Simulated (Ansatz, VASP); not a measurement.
# SnPt (SnPt (P6_3/mmc)) in two plane-wave programs, part 2 of 2

Wanted: the spread between two codes on one cell, functional and k mesh. The cell is taken from a series of runs on this material, whose earlier steps may have relaxed, scaled, displaced or heated it; both programs get it as it stands.

VASP 6.6.1 and Ansatz 0.2.0.

So far: The starting structure; VASP: relaxation of cell and atoms, r2SCAN.

### 3. Ansatz: relaxation of cell and atoms, r2SCAN

Level of this step: Ansatz beside VASP: Kohn-Sham DFT, plane waves, r2SCAN (Ansatz).

Ansatz runs on its PAW soft_1 files.

The same cell, functional, mesh and smearing now go to Ansatz.

Contents of input.yaml:

```yaml
crystal:
  lattice:
    - [4.1440707, 0.0, 0.0]
    - [-2.0720354, 3.5888705, 0.0]
    - [0.0, 0.0, 5.4755782]
  atoms:
    - { symbol: Sn, position: [0.66666667, 0.33333333, 0.75] }
    - { symbol: Sn, position: [0.33333333, 0.66666667, 0.25] }
    - { symbol: Pt, position: [0.0, 0.0, 0.5] }
    - { symbol: Pt, position: [0.0, 0.0, 0.0] }
basis:
  ecutwfc: 500
  xc_grid: 2
hamiltonian:
  xc: r2scan
  pseudopotentials: { kind: paw, azcp: { folder: soft_1 } }
kpoints:
  mp_grid: { grid: [11, 11, 7] }
scf:
  occupations: { method: fermi_dirac, width: 0.05 }
  max_iter: 150
output:
  forces: true
  stress: true
relax:
  f_tol: 0.01
  max_steps: 60
  cell: {}
checkpoint:
  write: "../r2scan.run"
  compress: false
  write_wavefunctions: false
  write_every: 100000
```

The run is started by

```console
$ ansatz run input.yaml --threads 4 --pin off --max-ram 6594MiB --backend cpu --events-out ev --progress --plain --runs-dir out
```

Numbers of over 12 decimals in the logs are rounded to 6 here.

The program printed:

```text
Engine: ansatz 0.2.0, aarch64-unknown-linux-gnu
Pseudopotentials: kind: paw
Pseudopotential: Sn, paw, valence charge 14, recommended cutoff 500 eV (meta_gga), soft_1/Sn.paw.azcp
Pseudopotential: Pt, paw, valence charge 18, recommended cutoff 500 eV (meta_gga), soft_1/Pt.paw.azcp
Functional definition: r2SCAN
  parameter k0 = 0.174
  parameter k1 = 0.065
  parameter a1 = 4.9479
  exchange = r2scan_x(k0 = k0, k1 = k1, a1 = a1)
  correlation = r2scan_c
Crystal: 4 atoms, lattice volume = 81.436 Å³
Basis set: ecut = 500 eV, 2053 PW (Γ), exchange–correlation on 64×64×80 points (8 copies of the dense FFT grid, shifted against one another)
Bands: 39, of which v1, the nominal top of the filled ones, is band 32 counted from 1 (31 counted from 0)
Symmetry: 24 space group operations
Space group: P63/mmc (ITA 194), of the structure as read, at distance tolerance 4.3e-5 Å
k-points: 64 of 847
Non-local potential: Sn, projectors of the file, l = 0: 2, l = 1: 2, l = 2: 2, l = 3: 1
Non-local potential: Pt, projectors of the file, l = 0: 3, l = 1: 2, l = 2: 2, l = 3: 1
PAW form: soft (Blöchl's): semilocal exchange-correlation on the pseudo side does not see the compensation charge
PAW frozen core: Sn, regenerated for the run's functional (the file was generated under x = pbe(κ = 0.804, μ = 0.219515), c = pbe(β = 0.066725))
PAW frozen core: Pt, regenerated for the run's functional (the file was generated under x = pbe(κ = 0.804, μ = 0.219515), c = pbe(β = 0.066725))
PAW one-centre angular grid: Sn, 590 points (default); XC on 160 Gauss nodes
PAW one-centre angular grid: Pt, 590 points (default); XC on 160 Gauss nodes
Initial density: superposition of atomic densities (chi_scale 0.1, normalization cell, long waves kept (reshape's long-wave potential 0.00 eV rms))
Initial wavefunctions: pseudopotential atomic-orbital guess
Functional: x = r2scan, c = r2scan; τ floored in thin density (d = 2e-4 eV/Å³)
SCF iter   1: F=—  HF=-37157.124946 eV  |F-HF|=—  |Δ(HF+E_count)|=         —  Δρ=7.23e-2  dr2=5.10e0  dr2_τ=2.71e-1  ethr=3.10e-3  ⟨swp⟩=6.4  Hψ=9967  notcnv=0
preconditioner: auto → Kerker (q_TF=auto, 2.621 Å⁻¹)  [metal: Δε(μ)=0.044 eV  Ē_g=16.382 eV  σ=0.050 eV  W_gap=0.21  n_scr=22 (ndim 8)  ℏωp=28.5 eV  f_vac=0.000  D(μ)=1.51/eV (n_scr^D=8)]
SCF iter   2: F=—  HF=-37156.209126 eV  |F-HF|=—  |Δ(HF+E_count)|=   9.16e-1  Δρ=2.25e-2  dr2=2.75e-1  dr2_τ=1.61e-1  ethr=3.10e-3  ⟨swp⟩=2.0  Hψ=4121  notcnv=0  defer=90
SCF iter   3: F=—  HF=-37156.311734 eV  |F-HF|=—  |Δ(HF+E_count)|=   1.03e-1  Δρ=1.02e-2  dr2=4.52e-2  dr2_τ=2.27e-3  ethr=4.29e-4  ⟨swp⟩=2.1  Hψ=3488  notcnv=0  defer=87
SCF iter   4: F=—  HF=-37156.346951 eV  |F-HF|=—  |Δ(HF+E_count)|=   3.52e-2  Δρ=1.82e-3  dr2=5.73e-3  dr2_τ=1.01e-4  ethr=7.06e-5  ⟨swp⟩=2.0  Hψ=3662  notcnv=0  defer=87
SCF iter   5: F=—  HF=-37156.347286 eV  |F-HF|=—  |Δ(HF+E_count)|=   3.35e-4  Δρ=8.95e-4  dr2=6.82e-4  dr2_τ=9.72e-5  ethr=8.95e-6  ⟨swp⟩=2.0  Hψ=3288  notcnv=0  defer=87
SCF iter   6: F=—  HF=-37156.347245 eV  |F-HF|=—  |Δ(HF+E_count)|=   4.08e-5  Δρ=1.32e-4  dr2=2.08e-5  dr2_τ=1.83e-6  ethr=1.07e-6  ⟨swp⟩=2.0  Hψ=3138  notcnv=0  defer=87
SCF iter   7: F=—  HF=-37156.347262 eV  |F-HF|=—  |Δ(HF+E_count)|=   1.70e-5  Δρ=5.03e-5  dr2=3.88e-6  dr2_τ=6.43e-8  ethr=3.26e-8  ⟨swp⟩=2.2  Hψ=3113  notcnv=0  defer=87
SCF iter   8: F=—  HF=-37156.347262 eV  |F-HF|=—  |Δ(HF+E_count)|=   8.03e-8  Δρ=9.68e-6  dr2=1.01e-7  dr2_τ=7.40e-9  ethr=6.07e-9  ⟨swp⟩=2.0  Hψ=3279  notcnv=0  defer=87
SCF iter   9: F=-37156.347262 eV  HF=-37156.347262 eV  |F-HF|=1.10e-8  |Δ(HF+E_count)|=   1.72e-8  Δρ=4.49e-6  dr2=2.26e-8  dr2_τ=1.80e-9  ethr=1.56e-10  ⟨swp⟩=4.0  Hψ=7802  notcnv=0
SCF 1 converged in 9 iterations: F = -37156.347262 eV  dr2 = 2.26e-8
  greatest PAW one-centre occupation: 1.000 electrons in one spin orbital (limit 2), on the Pt atom at site 3 (counted from 0), in its partial waves of l = 0
relax step   1: F+E_penalty+E_count = -37156.34726235 eV  Δ(F+E_penalty+E_count) = +0.000e0 eV  max|allowed force component| = 2.197e-17 eV/Å  Δτ_max = 0.0000 Å  P = -0.435 GPa  Ω = 81.436 Å³  (9 SCF iters, dr2 threshold 1.00e-7 eV, accepted)
[...]
relax step   2: F+E_penalty+E_count = -37156.34661206 eV  Δ(F+E_penalty+E_count) = +6.503e-4 eV  max|allowed force component| = 1.850e-17 eV/Å  Δτ_max = 0.0000 Å  P = +0.805 GPa  Ω = 80.712 Å³  energy of the carried Pulay correction = +1.416e-4 eV  (5 SCF iters, dr2 threshold 4.00e-7 eV, rejected (line search))
[...]
relax step   3: F+E_penalty+E_count = -37156.34775815 eV  Δ(F+E_penalty+E_count) = -4.958e-4 eV  max|allowed force component| = 2.776e-17 eV/Å  Δτ_max = 0.0000 Å  P = -0.039 GPa  Ω = 81.189 Å³  energy of the carried Pulay correction = +4.810e-5 eV  (8 SCF iters, accepted)
[...]
relax step   4: F+E_penalty+E_count = -37156.34777061 eV  Δ(F+E_penalty+E_count) = -1.246e-5 eV  max|allowed force component| = 3.412e-17 eV/Å  Δτ_max = 0.0000 Å  P = +0.034 GPa  Ω = 81.156 Å³  energy of the carried Pulay correction = +5.460e-5 eV  (4 SCF iters, dr2 threshold 2.92e-8 eV, accepted)
[...]
relax step   5: F+E_penalty+E_count = -37156.34777233 eV  Δ(F+E_penalty+E_count) = -1.718e-6 eV  max|allowed force component| = 4.337e-17 eV/Å  Δτ_max = 0.0000 Å  P = -0.000 GPa  Ω = 81.172 Å³  energy of the carried Pulay correction = +5.141e-5 eV  (3 SCF iters, dr2 threshold 1.45e-8 eV, accepted)
[...]
relax step   6: F+E_penalty+E_count = -37156.34772106 eV  Δ(F+E_penalty+E_count) = +5.126e-5 eV  max|allowed force component| = 3.903e-17 eV/Å  Δτ_max = 0.0000 Å  P = -0.000 GPa  Ω = 81.172 Å³  stress off target by 4.37e-4 GPa  SCF on the basis re-selected at this cell (its energy is not comparable with the rows above)  (4 SCF iters)
basis re-selected at this cell: Δ(F+E_penalty+E_count) = +5.126e-5 eV, ΔP = -0.000 GPa vs the last step (what re-selecting the basis moved, of the pressure what is left beyond the Pulay correction that the steps carried, after the strain that the cell walked since its last selection, with what the two solves' SCF thresholds leave and, on support functions, any second-order correction that the steps lacked; it is no m [...]
SCF converged after 4 iterations
Free energy (F): -37156.347721 eV
Harris-Foulkes:  -37156.347721 eV  (|F-HF|=7.28e-12)
Internal energy: -37156.336596 eV  (E = F + TS)
E sigma→0 (E₀):  -37156.342158 eV
Entropy (-TS):   -0.011125 eV (-2.781 meV/atom)
Fermi energy:    15.918455 eV
--- Per-component energies (eV) ---
  E_band       = -607.174834
  E_kinetic    = 1533.970092
  E_local      = -5786.780847  (includes V_loc(G=0)·N_el)
  E_nonlocal   = 699.560641
  E_hartree    = 2501.671268
  E_xc         = -672.487390
  E_vxc        = -773.337796  (∫ρ·V_xc dr)
  E_paw        = -27812.788888  (= ΣΔE_a)
  E_vpaw       = -1335.423955  (= ΣTr[D̂ρ^β])
  E_aug_tail   = 0.001777  (compensation charges beyond the density's cutoff)
  E_vtau       = 51.492880  (kinetic-family band-sum trace: ∫τ·v_τ [+ j·A + Jᵃ·Aᵃ] dr)
  E_ewald      = -7620.490658
  E_core_change = 1.007408  (= ΣΔE_core)
  E_smearing   = -0.011125  (= −TS)
  E_closure    = 0.000000  (closes the sum)
  Σ components = -37156.347721   (vs F -37156.347721, Δ=0.00e0)
--- Forces (eV/Å), atoms counted from 1 ---
  atom   1  Sn     0.00000000     0.00000000     0.00000000
  atom   2  Sn    -0.00000000    -0.00000000    -0.00000000
  atom   3  Pt    -0.00000000    -0.00000000     0.00000000
  atom   4  Pt     0.00000000    -0.00000000     0.00000000
  max |Σ_I F_I| component: 4.63e-18 eV/Å
--- Stress (GPa, compression-positive) ---
       -0.000437      -0.000000       0.000000
       -0.000000      -0.000437       0.000000
        0.000000       0.000000      -0.000122
  P = ⅓ Tr σ = -0.0003 GPa (-0.003 kbar)
--- Relaxed structure (5 steps of the walk, 4 accepted, 1 SCFs on fresh bases) ---
  F+E_penalty+E_count = -37156.34772106 eV   max|allowed force component| = 3.903e-17 eV/Å   (the final SCF, on the basis selected at the relaxed cell)
  cell:  # Å, volume = 81.1723 Å³
    - [4.136887, 2.8817470517537128e-8, 0]
    - [-2.068443, 3.582649, 0]
    - [0, 0, 5.476837]
  atoms:
    - { symbol: Sn, position: [0.666667, 0.333333, 0.75] }
    - { symbol: Sn, position: [0.333333, 0.666667, 0.25] }
    - { symbol: Pt, position: [0, 0, 0.5] }
    - { symbol: Pt, position: [0, 0, 0] }
```

### 4. Comparison

Known differences besides the potentials themselves: VASP keeps PBE cores, Ansatz makes them for the functional; the data sets hold 64 valence electrons in Ansatz (on its PAW soft_1 files) and 48 in VASP; the cutoff is 500 eV in Ansatz and 550 eV in VASP; Ansatz adds a Pulay correction to the stress that steers its cell, VASP none. Total energies have different zeros and are not compared.

Compared:

| quantity | Ansatz | VASP | difference |
| --- | --- | --- | --- |
| volume (Å³) | 81.17 | 81.34 | -0.21 % |
| edge a after relaxation, in the typed setting (Å) | 4.137 | 4.140 | -0.08 % |
| edge c after relaxation, in the typed setting (Å) | 5.477 | 5.479 | -0.05 % |

### 5. Outcome

- difference in volume (relaxation of cell and atoms, r2SCAN): -0.21 %

The difference in volume is -0.21 % (relaxation of cell and atoms, r2SCAN), within the 1.2 % picked in this series as the mark of a large difference, as far as the stopping tolerances let one tell. The data sets hold unlike numbers of valence electrons (64 in Ansatz and 48 in VASP), so part of the differences comes from the potentials. How closely two codes agree says nothing of how well the functional describes the real material.

[Lines on the potential files, build, host, timing and source positions are cut from VASP's logs without a mark.]

[Logs are printed without paths, hosts, clocks, repeated set-up lines and the standing remarks that a program may print on its own settings, such as how far it seeks lower states.]

[Hosts, paths, dates, database ids (printed as entryN), source tags and the programs' standing remarks are cut or masked in the printed files.]
